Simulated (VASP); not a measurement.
# GePS4 (P1) in VASP: single point with r2SCAN

Aim: the single point of GePS4 with r2SCAN.

Everything below comes from runs of VASP 6.6.1. Logs are shortened: lines on timing, memory, paths and dates and some standing lists are left out, and cuts for length are marked.

### Step 1. The structure

The typed cell holds 6 atoms: a = 5.602 Å, b = 5.376 Å, c = 6.032 Å, α = 62.46°, β = 61.06°, γ = 87.91°.

The cell was built by a generator and needn't be a form met in nature.

### Step 2. Single point, r2SCAN

POSCAR reads:

```
GePS4
1.0
    0.0999543100      5.6013134500     -0.0121295600
    5.3751242900      0.0999543100      0.0006231200
    2.7370374200      2.8604041200     -4.5506125100
S Ge P
4 1 1
Direct
    0.3650320000      0.4316330000      0.7401850000
    0.5704850000      0.1066010000      0.2614120000
    0.8944160000      0.8242660000      0.7393650000
    0.1795550000      0.6421910000      0.2484490000
    0.9853250000      0.9965180000      0.0059800000
    0.2523850000      0.7540230000      0.4903240000
```

INCAR.step1 reads:

```
  PREC = Accurate
  ENCUT = 520
  ISMEAR = -5
  SIGMA = 0.1
  LREAL = F
  LASPH = T
  NELM = 100
  GGA = PE
  ALGO = Normal
  EDIFF = 1E-4
  LWAVE = T
  LCHARG = F
```

INCAR.step2 reads:

```
  PREC = Accurate
  ENCUT = 520
  EDIFF = 1E-7
  ISMEAR = -1
  SIGMA = 0.1
  LREAL = F
  LASPH = T
  NELM = 100
  ALGO = Normal
  ISIF = 2
  LWAVE = F
  LCHARG = F
  METAGGA = R2SCAN
  LMIXTAU = T
  LORBIT = 11
  ISTART = 1
```

KPOINTS reads:

```
Automatic mesh
0
Gamma
  4 4 4
  0.5 0 0
```

Potentials or basis: VASP PAW PBE potentials, release 64 (S, Ge_d, P).

The run is started by

```console
$ cat potpaw_PBE.64/S/POTCAR potpaw_PBE.64/Ge_d/POTCAR potpaw_PBE.64/P/POTCAR > POTCAR
$ cp INCAR.step1 INCAR
$ mpirun -np 1 vasp_std > vasp.out
$ cp INCAR.step2 INCAR
$ mpirun -np 1 vasp_std > vasp.out
```

OUTCAR:

```text
PREC = Accurate
   ENCUT = 520
   EDIFF = 1E-7
   ISMEAR = -1
   LREAL = F
   LASPH = T
   NELM = 100
   ISIF = 2
   METAGGA = R2SCAN
   LORBIT = 11
   ISTART = 1

 ion  position               nearest neighbor table
   1  0.365  0.432  0.740-   6 2.02   5 2.48
   2  0.570  0.107  0.261-   6 2.03   5 2.32
   3  0.894  0.824  0.739-   6 1.99   5 2.43
   4  0.180  0.642  0.248-   6 2.02   5 2.40
   5  0.985  0.997  0.006-   2 2.32   4 2.40   3 2.43   1 2.48
   6  0.252  0.754  0.490-   3 1.99   4 2.02   1 2.02   2 2.03

  LATTYP: Found a triclinic cell.
 ALAT       =     5.9408190721
 B/A-ratio  =     1.5300482187
 C/A-ratio  =     0.9049347475
 COS(alpha) =     0.0001863462
 COS(beta)  =     0.4354340118
 COS(gamma) =     0.7671417979

  Lattice vectors:

 A1 = (  -2.6380868700,   2.7604498100,  -4.5512356300)
 A2 = (  -0.0010037600,   0.0195404800,  -9.0897185800)
 A3 = (  -5.3751242900,  -0.0999543100,  -0.0006231200)

Analysis of symmetry for initial positions (statically):
=====================================================================
 Subroutine PRICEL returns:
 Original cell was already a primitive cell.

 Routine SETGRP: Setting up the symmetry group for a
 triclinic supercell.

 Subroutine GETGRP returns: Found  1 space group operations
 (whereof  1 operations were pure point group operations)
 out of a pool of  2 trial point group operations.

The static configuration has the point symmetry C_1 .

Analysis of symmetry for dynamics (positions and initial velocities):
=====================================================================
 Subroutine PRICEL returns:
 Original cell was already a primitive cell.

 Routine SETGRP: Setting up the symmetry group for a
 triclinic supercell.

 Subroutine GETGRP returns: Found  1 space group operations
 (whereof  1 operations were pure point group operations)
 out of a pool of  2 trial point group operations.

The dynamic configuration has the point symmetry C_1 .

 Subroutine INISYM returns: Found  1 space group operations
 (whereof  1 operations are pure point group operations),
 and found     1 'primitive' translations

----------------------------------------------------------------------------------------

                                     Primitive cell

  volume of cell :     136.7895

  direct lattice vectors                    reciprocal lattice vectors
     0.099954310  5.601313450 -0.012129560    -0.003338237  0.178828193  0.110399209
     5.375124290  0.099954310  0.000623120     0.186086781 -0.003082505  0.109987231
     2.737037420  2.860404120 -4.550612510     0.000034379 -0.000477085 -0.220029844

  length of vectors
     5.602218342  5.376053607  6.031696261     0.210187183  0.216182753  0.220030363

  position of ions in fractional coordinates (direct lattice)
     0.365032000  0.431633000  0.740185000
     0.570485000  0.106601000  0.261412000
     0.894416000  0.824266000  0.739365000
     0.179555000  0.642191000  0.248449000
     0.985325000  0.996518000  0.005980000
     0.252385000  0.754023000  0.490324000

  ion indices of the primitive-cell ions
   primitive index   ion index
                 1           1
                 2           2
                 3           3
                 4           4
                 5           5
                 6           6

----------------------------------------------------------------------------------------

 KPOINTS: Automatic mesh

Automatic generation of k-mesh.
 Grid dimensions read from file:
 generate k-points for:    4    4    4

 Generating k-lattice:

  Cartesian coordinates                     Fractional coordinates (reciprocal lattice)
    -0.000834559  0.044707048  0.027599802     0.250000000 -0.000000000  0.000000000
     0.046521695 -0.000770626  0.027496808     0.000000000  0.250000000  0.000000000
     0.000008595 -0.000119271 -0.055007461     0.000000000  0.000000000  0.250000000

  Length of vectors
     0.052546796  0.054045688  0.055007591

  Shift w.r.t. Gamma in fractional coordinates (k-lattice)
     0.500000000  0.000000000  0.000000000

 Subroutine IBZKPT returns following result:
 ===========================================

 Found     32 irreducible k-points:

 Following reciprocal coordinates:
            Coordinates               Weight
  0.125000  0.000000  0.000000      2.000000
  0.375000 -0.000000  0.000000      2.000000
  0.125000  0.250000  0.000000      2.000000
  0.375000  0.250000  0.000000      2.000000
 -0.375000  0.250000  0.000000      2.000000
 -0.125000  0.250000  0.000000      2.000000
[... 16 lines left out ...]
 -0.375000 -0.250000  0.250000      2.000000
 -0.125000 -0.250000  0.250000      2.000000
 [... further k-points ...]
   k-points           NKPTS =     32   k-points in BZ     NKDIM =     32   number of bands    NBANDS=     25
   number of dos      NEDOS =    301   number of ions     NIONS =      6
   total plane-waves  NPLWV =  80640
   dimension x,y,z NGX =    42 NGY =   40 NGZ =   48
   dimension x,y,z NGXF=    84 NGYF=   80 NGZF=   96
   ions per type =               4   1   1
   NGX,Y,Z   is equivalent  to a cutoff of  12.46, 12.37, 13.23 a.u.
   NGXF,Y,Z  is equivalent  to a cutoff of  24.93, 24.74, 26.46 a.u.
 SYSTEM =  unknown system
   PREC   = accura    normal or accurate (medium, high low for compatibility)
   ISTART =      1    job   : 0-new  1-cont  2-samecut
   ICHARG =      0    charge: 1-file 2-atom 10-const
   ISPIN  =      1    spin polarized calculation?
   LNONCOLLINEAR =      F non collinear calculations
   LSORBIT =      F    spin-orbit coupling
   LASPH  =      T    aspherical Exc in radial PAW
   ENCUT  =  520.0 eV  38.22 Ry    6.18 a.u.  10.42 10.00 11.21*2*pi/ulx,y,z
   NELM   =    100;   NELMIN=  2; NELMDL=  0     # of ELM steps
   EDIFF  = 0.1E-06   stopping-criterion for ELM
   LREAL  =      F    real-space projection
   EDIFFG = 0.1E-05   stopping-criterion for IOM
   NSW    =      0    number of steps for IOM
   IBRION =     -1    ionic relax: 0-MD 1-quasi-New 2-CG
   NFREE  =      0    steps in history (QN), initial steepest desc. (CG)
   ISIF   =      2    stress and relaxation
   ISYM   =      2    0-nonsym 1-usesym 2-fastsym
   POTIM  = 0.5000    time-step for ionic-motion
   TEBEG  =    0.0;   TEEND  =   0.0 temperature during run
   PSTRESS=    0.0 pullay stress
   NELECT =      43.0000    total number of electrons
   NUPDOWN=      -1.0000    fix difference up-down
   EMIN   =  10.00;   EMAX   =-10.00  energy-range for DOS
   EFERMI =   0.00;   METHOD = LEGACY
   ISMEAR =    -1;   SIGMA  =   0.10  broadening in eV -4-tet -1-fermi 0-gaus
   EFERMI_NEDOS =   21; number of points for ismear=-14 and -15
   IALGO  =     38    algorithm
   IMIX   =      4    mixing-type and parameters
     AMIX     =   0.40;   BMIX     =  1.00
     AMIX_MAG =   1.60;   BMIX_MAG =  1.00
  volume/ion in A,a.u.               =      22.80       153.85
  Fermi-wavevector in a.u.,A,eV,Ry     =   1.113132  2.103515 16.858481  1.239063
  Thomas-Fermi vector in A             =   2.249714
   LORBIT       =     11    0 simple, 1 ext, 2 COOP (PROOUT), +10 PAW based schemes
   METAGGA = R2SCAN    functional components
   LHFCALC =     F    Hartree Fock is set to
   AEXX    =    0.0000 exact exchange contribution
   IVDW    =     0    specifies the selected vdW correction
   LEPSILON=     F    determine dielectric tensor
   LRPA    =     F    only Hartree local field effects (RPA)
 non-spin polarized calculation
  energy-cutoff  :      520.00
  volume of cell :      136.79
 maximum number of plane-waves:      3697
 NGX is ok and might be reduce to    42

 number of electron      42.9999997 magnetization

 Free energy of the ion-electron system (eV)
  ---------------------------------------------------
  ext. energy  EPLUGINS =         0.00000000
  ---------------------------------------------------
  free energy    TOTEN  =       -55.78985520 eV

  energy without entropy =      -55.70104245  energy(sigma->0) =      -55.74544882

 E-fermi :   4.3912     XC(G=0):  -9.5025

 val. band max:        4.3585300862   @ k =   0.3750   0.5000   0.2500
 cond. band min:       4.4200950647   @ k =   0.3750   0.2500   0.5000
 fundamental gap:      0.0615649785
 Fermi energy:         4.3912163890

 k-point     1 :       0.1250    0.0000    0.0000
  band No.  band energies     occupation
      1     -22.0594      2.00000
      2     -22.0504      2.00000
      3     -22.0437      2.00000
      4     -22.0256      2.00000
      5     -22.0216      2.00000
      6     -13.7224      2.00000
[... 17 lines left out ...]
     24       6.7879      0.00000
     25       7.2935      0.00000

 k-point     2 :       0.3750   -0.0000    0.0000
  band No.  band energies     occupation
      1     -22.0594      2.00000
      2     -22.0504      2.00000
      3     -22.0437      2.00000
      4     -22.0256      2.00000
      5     -22.0215      2.00000
      6     -13.5430      2.00000
[... 17 lines left out ...]
     24       6.5647      0.00000
     25       7.1893      0.00000

 k-point     3 :       0.1250    0.2500    0.0000
  band No.  band energies     occupation
      1     -22.0594      2.00000
      2     -22.0504      2.00000
      3     -22.0437      2.00000
      4     -22.0256      2.00000
      5     -22.0216      2.00000
      6     -13.5894      2.00000
[... 17 lines left out ...]
     24       6.4997      0.00000
     25       6.8428      0.00000

 k-point     4 :       0.3750    0.2500    0.0000
  band No.  band energies     occupation
      1     -22.0595      2.00000
      2     -22.0503      2.00000
      3     -22.0438      2.00000
      4     -22.0256      2.00000
      5     -22.0215      2.00000
      6     -13.4541      2.00000
[... 17 lines left out ...]
     24       6.6594      0.00000
     25       7.0944      0.00000

 k-point     5 :      -0.3750    0.2500    0.0000
  band No.  band energies     occupation
      1     -22.0595      2.00000
      2     -22.0503      2.00000
      3     -22.0439      2.00000
      4     -22.0256      2.00000
      5     -22.0215      2.00000
      6     -13.5154      2.00000
[... 17 lines left out ...]
     24       6.8595      0.00000
     25       7.3891      0.00000

 k-point     6 :      -0.1250    0.2500    0.0000
  band No.  band energies     occupation
      1     -22.0594      2.00000
      2     -22.0503      2.00000
      3     -22.0438      2.00000
      4     -22.0256      2.00000
      5     -22.0216      2.00000
      6     -13.6419      2.00000
[... 17 lines left out ...]
     24       6.7879      0.00000
     25       7.0667      0.00000
[... 393 lines left out ...]
 k-point    21 :       0.1250   -0.2500    0.2500
  band No.  band energies     occupation
      1     -22.0595      2.00000
      2     -22.0503      2.00000
      3     -22.0437      2.00000
      4     -22.0256      2.00000
      5     -22.0216      2.00000
      6     -13.5113      2.00000
[... 17 lines left out ...]
     24       6.7286      0.00000
     25       6.9812      0.00000

 k-point    22 :       0.3750   -0.2500    0.2500
  band No.  band energies     occupation
      1     -22.0594      2.00000
      2     -22.0504      2.00000
      3     -22.0438      2.00000
      4     -22.0256      2.00000
      5     -22.0215      2.00000
      6     -13.5027      2.00000
[... 17 lines left out ...]
     24       6.6370      0.00000
     25       7.1558      0.00000

 k-point    23 :      -0.3750   -0.2500    0.2500
  band No.  band energies     occupation
      1     -22.0595      2.00000
      2     -22.0503      2.00000
      3     -22.0438      2.00000
      4     -22.0256      2.00000
      5     -22.0215      2.00000
      6     -13.4333      2.00000
[... 17 lines left out ...]
     24       6.5972      0.00000
     25       7.2248      0.00000

 k-point    24 :      -0.1250   -0.2500    0.2500
  band No.  band energies     occupation
      1     -22.0595      2.00000
      2     -22.0502      2.00000
      3     -22.0437      2.00000
      4     -22.0256      2.00000
      5     -22.0216      2.00000
      6     -13.4409      2.00000
[... 17 lines left out ...]
     24       6.3000      0.00000
     25       6.8587      0.00000

 [... further k-points ...]
[... 5 lines left out ...]
  --------------------------------------------------------------------------------------
  -------------------------------------------------------------------------------------
  Total        3.3214789      2.7716209      2.0046969     -1.3807302      0.4668076     -0.6211351
  in kB       38.9035668     32.4632321     23.4804628    -16.1721127      5.4675887     -7.2751841
  external PRESSURE =      31.6157539 kB  Pullay stress =       0.0000000 kB

 VOLUME and BASIS-vectors are now :
 -----------------------------------------------------------------------------
  energy-cutoff  :      520.00
  volume of cell :      136.79
      direct lattice vectors                 reciprocal lattice vectors
     0.099954310  5.601313450 -0.012129560    -0.003338237  0.178828193  0.110399209
     5.375124290  0.099954310  0.000623120     0.186086781 -0.003082505  0.109987231
     2.737037420  2.860404120 -4.550612510     0.000034379 -0.000477085 -0.220029844

 POSITION                                       TOTAL-FORCE (eV/Angst)
 -----------------------------------------------------------------------------------
      4.38248      4.20503     -3.37245        -0.460099      0.111296     -0.154438
      1.34551      3.95386     -1.19644         0.560179     -0.266912      0.007538
      6.54360      7.20718     -3.37490         0.528266     -0.786743     -0.262408
      4.14982      1.78060     -1.13237        -0.382899      0.044727      0.078011
      5.47126      5.63583     -0.03854        -0.005819      0.509170      0.559398
      5.42023      2.89158     -2.23387        -0.239628      0.388462     -0.228102
 -----------------------------------------------------------------------------------
    total drift:                               -0.002188     -0.003578     -0.001532

  FREE ENERGIE OF THE ION-ELECTRON SYSTEM (eV)
  ---------------------------------------------------
  free  energy   TOTEN  =       -55.7898551951 eV

  energy  without entropy=      -55.7010424483  energy(sigma->0) =      -55.74544882

 total charge

# of ion       s       p       d       tot
------------------------------------------
    1        1.358   2.361   0.000   3.720
    2        1.358   2.381   0.000   3.739
    3        1.358   2.383   0.000   3.741
    4        1.358   2.374   0.000   3.732
    5        1.245   0.899  10.064  12.208
    6        0.958   1.430   0.000   2.388
--------------------------------------------------
tot          7.635  11.829  10.064  29.527
```

It took 6.5 min on 1 thread of Intel Xeon Platinum 8488C (Sapphire Rapids), shared host; peak memory 0.35 GiB.

Results:

- Free energy: -55.7899 eV
- Pressure: 3.2 GPa
- Largest force: 0.983 eV/Å
- Band gap on the k mesh: none (metal or under the smearing width)
- Valence electrons inside the program's atomic spheres: S 3.72, 3.74, 3.73; Ge 12.21; P 2.39

Forces in eV/Å, atoms in the order of the input:
```
S   -0.460  0.111 -0.154
S    0.560 -0.267  0.008
S    0.528 -0.787 -0.262
S   -0.383  0.045  0.078
Ge  -0.006  0.509  0.559
P   -0.240  0.388 -0.228
```

Levels at points of the mesh, in eV from the Fermi level:
```csv
k point,band 17,band 18,band 19,band 20,band 21,band 22,band 23,band 24,band 25
"(0.12, 0.00, 0.00)",-3.68,-3.36,-2.84,-2.43,-2.32,0.08,1.22,2.40,2.90
```

Caveat: the PAW data sets were made with another functional, which shifts forces and pressure a little.
